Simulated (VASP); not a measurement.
A convergence study with VASP on PbTe (rock salt): one setting is varied, all else stays as given below, so the limit is that of these other settings. Each run relaxes cell and ions; the cell shown is the tightest run's result. The basis is that of the starting cell, so low cut-offs carry a Pulay error.

```
CELL_PARAMETERS angstrom
      0.00000     3.28444     3.28444
      3.28444     0.00000     3.28444
      3.28444     3.28444     0.00000
ATOMIC_POSITIONS crystal
  Te 0.50000 0.50000 0.50000
  Pb 0.00000 0.00000 0.00000
```

Level of theory: PBE GGA, VASP's PBE PAW potentials (set 64) (plane waves; VASP). The tightest run used: 700 eV cut-off, 6×6×6 Γ-centred mesh, Gaussian smearing of 0.050 eV, potentials Te Pb_d.

The reference is ENCUT = 700, which took about 50 core-seconds. The timings are rough (shared machines, no repeats); factors under 2 mean little.

### Question
Of the settings ENCUT = 200; ENCUT = 250; ENCUT = 300; ENCUT = 350; ENCUT = 400; ENCUT = 450; ENCUT = 500; ENCUT = 550; ENCUT = 600; ENCUT = 650; ENCUT = 700, which is the lowest that keeps the difference from the reference in relaxed volume (Å³/atom) within 0.05 from there on, and what does it cost?

### Answer
ENCUT = 450; its cost over the reference is within a factor of 2.
```
setting      difference in relaxed volume (Å³/atom)  cost over the reference
-----------  --------------------------------------  -----------------------
ENCUT = 200                                   3.964     within a factor of 2
ENCUT = 250                                   0.232                about 1/4
ENCUT = 300                                   0.226                about 1/3
ENCUT = 350                                   0.269                about 1/3
ENCUT = 400                                   0.074                about 1/2
ENCUT = 450                                   0.001     within a factor of 2
ENCUT = 500                                   0.020     within a factor of 2
ENCUT = 550                                   0.030     within a factor of 2
ENCUT = 600                                   0.015     within a factor of 2
ENCUT = 650                                   0.001     within a factor of 2
ENCUT = 700                                   0.000                reference
```

Left out are rungs that failed or repeat a setting and relaxations that didn't move; long series are thinned to 24 rows.

The compound is PbTe in the rock salt structure.
